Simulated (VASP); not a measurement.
Here is the system:

```xyz
1
Lattice="0.0000 2.6732 2.6732 2.6732 0.0000 2.6732 2.6732 2.6732 0.0000" Properties=species:S:1:pos:R:3 pbc="T T T"
Yb     0.0000     0.0000     0.0000
```

These are PW91 GGA, VASP's PBE PAW potentials (set 64) (plane waves; VASP) values and carry that method's errors. Numerical set-up: 520 eV cut-off, 8×8×8 Γ-centred mesh, Gaussian smearing of 0.050 eV, potentials Yb_2.

The 4f electrons are frozen in the core of the lanthanide potential, so 4f levels, which can set the real gap, and their magnetism are missing.

Q: Estimate the energy per atom (σ→0).

A: 
```json
{
  "energy per atom (σ→0)": "-1.493 eV/atom"
}
```

Total energies compare only between runs with the same potentials, cut-off and functional.

The compound is Yb in the fcc structure. This cell is one point of a volume scan, at 0.97 of the reference volume.
